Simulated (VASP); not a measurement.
Input for VASP

POSCAR:
```
BiSb
1
    4.2431760000     0.0000000000     0.0000000000
   -2.1215880000     3.6746980000     0.0000000000
    0.0000000000     0.0000000000     4.1411290000
Sb Bi
1 1
Direct
  0.0000000000   0.0000000000   0.0000000000
  0.6666670000   0.3333330000   0.5000000000
```

KPOINTS:
```
K-points
0
Gamma
  8 8 7
0 0 0
```

**INCAR**
```
# general
SYSTEM  = BiSb
PREC    = Accurate
ENCUT   = 400   # plane-wave cut-off (eV)
LREAL   = .False.   # projection in real space or not
LASPH   = .True.

# electronic loop
EDIFF   = 1E-6   # SCF stop (eV)
NELM    = 100   # most electronic steps
ALGO    = Normal   # blocked Davidson
LMAXMIX = 4   # l cut-off of mixed one-centre charges

# smearing
ISMEAR  = 1
SIGMA   = 0.1   # width (eV)

# functional
GGA     = PE   # PBE

# spin
ISPIN   = 2   # spin-polarised
MAGMOM  = 2*1.0

# ions
ISIF    = 2   # forces and stress, cell fixed

# output
LWAVE   = .False.
LCHARG  = .False.
```

POTCAR, in this order: Sb Bi_d (PBE.64 set). Program: vasp_std.

### Question
Write an equivalent input for Quantum ESPRESSO's pw.x.

### Answer
One equivalent input (not run):
```
&CONTROL
  calculation = 'scf'
  pseudo_dir = './pseudo'
  outdir = './out'
  tprnfor = .true.
  tstress = .true.
/
&SYSTEM
  ibrav = 0
  nat = 2
  ntyp = 2
  ecutwfc = 80
  occupations = 'smearing'
  smearing = 'methfessel-paxton'
  degauss = 0.00735
  input_dft = 'pbe'
  nspin = 2
  starting_magnetization(1) = 0.1
  starting_magnetization(2) = 0.1
/
&ELECTRONS
  conv_thr = 7.3e-08
  electron_maxstep = 100
/
ATOMIC_SPECIES
  Sb 121.760 Sb.upf
  Bi 208.980 Bi.upf
CELL_PARAMETERS angstrom
     4.2431760    0.0000000    0.0000000
    -2.1215880    3.6746980    0.0000000
     0.0000000    0.0000000    4.1411290
ATOMIC_POSITIONS crystal
  Sb   0.0000000  0.0000000  0.0000000
  Bi   0.6666670  0.3333330  0.5000000
K_POINTS automatic
  8 8 7 0 0 0
```
What does not carry over: the potentials are each code's own (VASP's PAW set, PseudoDojo norm-conserving files in pw.x), so ENCUT and ecutwfc are chosen apart and not converted; conv_thr bounds pw.x's estimated SCF error, while EDIFF bounds the energy change between steps; starting_magnetization is a fraction of the valence charge and MAGMOM a moment in μB, so they match only roughly.

The structure was generated: BiSb was put into the WC type (P-6m2), which need not be its known phase. The cell was not relaxed at this level.
